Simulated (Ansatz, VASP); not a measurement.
# One calculation of RbTaAs2, two programs

```
Rb Ta As
1.0
     3.79435    0.00000    0.00000
     0.00000    3.79435    0.00000
     0.00000    0.00000    7.58869
Rb Ta As
1 1 2
Direct
  0.00000 0.00000 0.00000
  0.00000 0.00000 0.50000
  0.50000 0.50000 0.25000
  0.50000 0.50000 0.75000
```

Alike in both runs: task relaxation of cell and atoms; functional PBE; k mesh 4 × 4 × 2; occupations gaussian, width 0.1 eV; no spin polarisation.

|  | VASP | Ansatz |
| --- | --- | --- |
| version | VASP 6.6.1 | Ansatz 0.2.0 |
| potentials or method | VASP PAW PBE potentials, release 64 (Rb_sv, Ta_pv, As) | scalar-relativistic, plane waves, PAW |
| plane-wave cutoff (eV) | 600 | 420 |
| valence electrons in the cell | 30 | 52 |

```csv
,VASP,Ansatz,Ansatz less VASP
"gap on the k mesh at the Fermi level, each at its own relaxed structure (eV)",none,none,-
relaxed volume (Å³/atom),23.03,22.99,-0.032
relaxed cell length with the largest relative difference (Å),8.316,8.290,-0.0257
energy change over the relaxation (meV/atom),-889,-891,-2.8
```

A gap of «none» marks a metal or a gap that the smearing closes. The two sets of potentials don't hold the same shells in valence.

Caveats: the k mesh is coarse (spacing up to 0.41 Å⁻¹), so the values aren't converged; the volume moved by over 15 % at a fixed basis, so the end points are rough (VASP). Spin-orbit coupling is left out, which matters for the levels of Ta.
